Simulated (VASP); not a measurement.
# How smearing and k-mesh change a VASP run on SiO2 (Quartz), part 4 of 4

How sensitive are energy, pressure and forces of SiO2 (Quartz) to the smearing and k-mesh? The series runs use r2SCAN. The start is a cell from a database of measured crystal structures.

VASP 6.6.1; r2SCAN; plane waves and PAW (Si, O).

So far. Step 19 (K-mesh: 6 6 5): Against the run before the energy moves by -0.02 meV an atom while the pressure stays within 0.01 GPa, after 13 cycles in 68 s.

### Step 20. K-mesh: 8 8 6

Input file INCAR:

```
SYSTEM = SiO2
PREC = Accurate
ENCUT = 520
EDIFF = 1E-06
NELM = 100
ISMEAR = -1
SIGMA = 0.05
LREAL = .FALSE.
ALGO = Normal
METAGGA = R2SCAN
LASPH = .TRUE.
NBANDS = 33
LORBIT = 11
LWAVE = .FALSE.
LCHARG = .FALSE.
KPAR = 8
ISIF = 2
```

Input file POSCAR:

```
SiO2
1.0
    4.9158000000      0.0000000000      0.0000000000
   -2.4579000000      4.2572076799      0.0000000000
    0.0000000000      0.0000000000      5.4091000000
Si O
3 6
Direct
    0.5303000000      0.0000000000      0.3333333333
    0.0000000000      0.5303000000      0.6666666667
    0.4697000000      0.4697000000      0.0000000000
    0.1462000000      0.4142000000      0.8810000000
    0.5858000000      0.7320000000      0.2143333333
    0.2680000000      0.8538000000      0.5476666667
    0.4142000000      0.1462000000      0.1190000000
    0.7320000000      0.5858000000      0.7856666667
    0.8538000000      0.2680000000      0.4523333333
```

Input file KPOINTS:

```
Automatic mesh
0
Gamma
8 8 6
0 0 0
```

Potentials, in the order of the species: Si and O (PBE family, release 64).

On the command line:

```sh
> mpirun -np 8 vasp_std
```

What it wrote:

```text
[... set-up lines as in an earlier step ...]
 entering main loop
       N       E                     dE             d eps       ncg     rms          rms(c)
DAV:   1     0.252573064184E+03    0.25257E+03   -0.25900E+04  3308   0.138E+03
DAV:   2    -0.950456629830E+02   -0.34762E+03   -0.33642E+03  4260   0.314E+02
DAV:   3    -0.112978784547E+03   -0.17933E+02   -0.17861E+02  4173   0.759E+01
DAV:   4    -0.113163483584E+03   -0.18470E+00   -0.18452E+00  4111   0.863E+00
[...]
DAV:  11    -0.894231628108E+02   -0.40302E-03   -0.39205E-04  3928   0.146E-01    0.435E-02
DAV:  12    -0.894231558688E+02    0.69419E-05   -0.15816E-05  4135   0.269E-02    0.214E-02
DAV:  13    -0.894231554936E+02    0.37525E-06   -0.40777E-06  3712   0.120E-02
   1 F= -.89423155E+02 E0= -.89423155E+02  d E =-.568275E-10
```

It took 1.8 min on 8 MPI ranks of AMD EPYC 7R43, shared host; peak memory 2.6 GiB; 11 min of CPU time.

From OUTCAR (step 20):

```text
  Total        1.3118800      1.3118800      1.3425478     -0.0000000      0.0000000     -0.0000000
  in kB       18.5678081     18.5678081     19.0018671     -0.0000000      0.0000000     -0.0000000
  external PRESSURE =      18.7124944 kB  Pullay stress =       0.0000000 kB

 POSITION                                       TOTAL-FORCE (eV/Angst)
 -----------------------------------------------------------------------------------
      2.60685      0.00000      1.80303         0.015261      0.000000     -0.000000
     -1.30342      2.25760      3.60607        -0.007631      0.013217     -0.000000
      1.15448      1.99961      0.00000        -0.007631     -0.013217     -0.000000
     -0.29937      1.76334      4.76542        -0.054335     -0.094391      0.051442
      1.08049      3.11628      1.15935         0.108913      0.000140      0.051442
     -0.78112      3.63480      2.96238        -0.054578      0.094251      0.051442
      1.67678      0.62240      0.64368        -0.054578     -0.094251     -0.051442
      2.15853      2.49387      4.24975        -0.054335      0.094391     -0.051442
      3.53839      1.14093      2.44672         0.108913     -0.000140     -0.051442
 -----------------------------------------------------------------------------------
    total drift:                                0.000027      0.000046     -0.000000

  FREE ENERGIE OF THE ION-ELECTRON SYSTEM (eV)
  ---------------------------------------------------
  free  energy   TOTEN  =       -89.4231554936 eV

  energy  without entropy=      -89.4231554935  energy(sigma->0) =      -89.42315549

[... 1 part as in an earlier step ...]

[... 2 further parts left out ...]
[key lines of the parts left out:]
E-fermi :   1.7638
```

Against the run before the energy stays within 0.01 meV an atom and the pressure within 0.01 GPa, after 13 cycles in 1.8 min.

### Step 21. K-mesh: 10 10 8

INCAR is that of step 20.

POSCAR is that of step 20.

Input file KPOINTS:

```
Automatic mesh
0
Gamma
10 10 8
0 0 0
```

On the command line:

```sh
> mpirun -np 8 vasp_std
```

What it wrote:

```text
[... set-up lines as in an earlier step ...]
 entering main loop
       N       E                     dE             d eps       ncg     rms          rms(c)
DAV:   1     0.254076510681E+03    0.25408E+03   -0.25836E+04  6212   0.137E+03
DAV:   2    -0.945246887592E+02   -0.34860E+03   -0.33764E+03  7903   0.316E+02
DAV:   3    -0.112972905025E+03   -0.18448E+02   -0.18376E+02  7870   0.768E+01
DAV:   4    -0.113163423616E+03   -0.19052E+00   -0.19035E+00  7768   0.877E+00
[...]
DAV:  11    -0.894231862020E+02   -0.40219E-03   -0.39165E-04  7336   0.146E-01    0.438E-02
DAV:  12    -0.894231791217E+02    0.70803E-05   -0.15889E-05  7808   0.270E-02    0.215E-02
DAV:  13    -0.894231786977E+02    0.42407E-06   -0.42355E-06  6928   0.122E-02
   1 F= -.89423179E+02 E0= -.89423179E+02  d E =-.567899E-10
```

Run time: 3 min. Hardware: 8 MPI ranks; peak memory 3.1 GiB; 19 min of CPU time.

OUTCAR, selected parts (step 21):

```text
  Total        1.3112246      1.3112246      1.3418467      0.0000000     -0.0000000      0.0000000
  in kB       18.5585319     18.5585319     18.9919452      0.0000000     -0.0000000      0.0000000
  external PRESSURE =      18.7030030 kB  Pullay stress =       0.0000000 kB

 POSITION                                       TOTAL-FORCE (eV/Angst)
 -----------------------------------------------------------------------------------
      2.60685      0.00000      1.80303         0.015259      0.000000      0.000000
     -1.30342      2.25760      3.60607        -0.007630      0.013215     -0.000000
      1.15448      1.99961      0.00000        -0.007630     -0.013215      0.000000
     -0.29937      1.76334      4.76542        -0.054332     -0.094391      0.051447
      1.08049      3.11628      1.15935         0.108911      0.000143      0.051447
     -0.78112      3.63480      2.96238        -0.054579      0.094248      0.051447
      1.67678      0.62240      0.64368        -0.054579     -0.094248     -0.051447
      2.15853      2.49387      4.24975        -0.054332      0.094391     -0.051447
      3.53839      1.14093      2.44672         0.108911     -0.000143     -0.051447
 -----------------------------------------------------------------------------------
    total drift:                                0.000027      0.000046     -0.000000

  FREE ENERGIE OF THE ION-ELECTRON SYSTEM (eV)
  ---------------------------------------------------
  free  energy   TOTEN  =       -89.4231786977 eV

  energy  without entropy=      -89.4231786976  energy(sigma->0) =      -89.42317870

[... 1 part as in an earlier step ...]

[... 2 further parts left out ...]
[key lines of the parts left out:]
E-fermi :   1.7638
```

Against the run before the energy stays within 0.01 meV an atom and the pressure within 0.01 GPa, after 13 cycles in 3 min.

### Step 22. The k-mesh series as a table

This step: convergence of r2SCAN results with the mesh; plane waves and PAW (VASP 6.6.1).

This step runs nothing: it gathers the runs above.

Differences are taken from the run with 10 10 8. Results of the series, by row:

```tsv
setting	status	energy less the reference (meV/atom)	pressure (GPa)	largest force difference (meV/Å)	gap (eV)	SCF cycles	wall time (s)
2 2 1	converged	-2.495	1.546	59.53	6.685	13	8.8
2 2 2	converged	0.5835	1.849	6.453	6.681	13	12.2
3 3 2	converged	0.05269	1.87	0.18	6.645	13	14.8
4 4 3	converged	-0.01396	1.871	0.015	6.671	13	25
5 5 4	converged	0.01412	1.87	0.012	6.657	13	54
6 6 5	converged	-0.001531	1.871	0.011	6.645	13	68
8 8 6	converged	0.002579	1.871	0.005	6.65	13	107
10 10 8	converged	0	1.87	0	6.649	13	181
```

### Step 23. What came out

```
spread of the pressure over the smearing                               : 0.0633 GPa
spread of the energy over the smearing                                 : 2.02 meV/atom
k-mesh from which the energy stays within 10 meV/atom of the reference : 2 2 1
k-mesh from which the energy stays within 1 meV/atom of the reference  : 2 2 2
k-mesh from which the pressure stays within 0.2 GPa of the reference   : 2 2 2
spread of the pressure over the k-mesh                                 : 0.325 GPa
spread of the energy over the k-mesh                                   : 3.08 meV/atom
```

**Reading.** The usual rule keeps the entropy term T·S under 1 meV an atom, which holds up to a width of 0.5 eV for Gaussian and 0.1 eV for first-order Methfessel-Paxton. Farthest in energy from the narrowest smearing lies ISMEAR = 1, SIGMA = 0.5 (+2.0 meV an atom, -0.06 GPa, 5.1 meV/Å in forces). Methfessel-Paxton smearing is made for metals and can give negative occupations at band edges. From 2 2 2 on, the energy stays within 1 meV an atom of the reference, at 6.7 % of its time. The pressure holds within 0.2 GPa from 2 2 2 on. The energy swings above and below the reference, since the sum over k-points is not variational. Differences are taken from the run with 10 10 8, which is itself not the exact limit.

[Lines on the potential files, build, host, timing and source positions are cut from VASP's logs without a mark.]

[Logs are printed without paths, hosts, clocks, repeated set-up lines and the standing remarks that a program may print on its own settings, such as how far it seeks lower states.]

[Hosts, paths, dates, database ids (printed as entryN), source tags and the programs' standing remarks are cut or masked in the printed files.]

[A measured line is paired with the nearest computed mode of its activity, which favours agreement.]
